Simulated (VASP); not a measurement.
Crystal: Ni.

```xyz
1
Lattice="0.0000 1.7619 1.7619 1.7619 0.0000 1.7619 1.7619 1.7619 0.0000" Properties=species:S:1:pos:R:3 pbc="T T T"
Ni    0.0000    0.0000    0.0000
```

Program: VASP 6.6.1. Alike in all runs: task single point; level PBE; potentials or basis VASP PAW PBE potentials, release 64 (Ni); spin collinear, ferromagnetic start; cell as given; smearing gaussian 0.1 eV. Hardware: 1 thread of Intel(R) Xeon(R) Platinum 8259CL CPU @ 2.50GHz (Skylake/Cascade Lake), with other jobs on the host.

Question: Order these runs on this cell by their wall time, lowest first.
A. k mesh 14 × 14 × 14; cutoff (eV) 700
B. k mesh 26 × 26 × 26; cutoff (eV) 520
C. k mesh 14 × 14 × 14; cutoff (eV) 400

Answer: C (10 s), A (26 s), B (94 s).
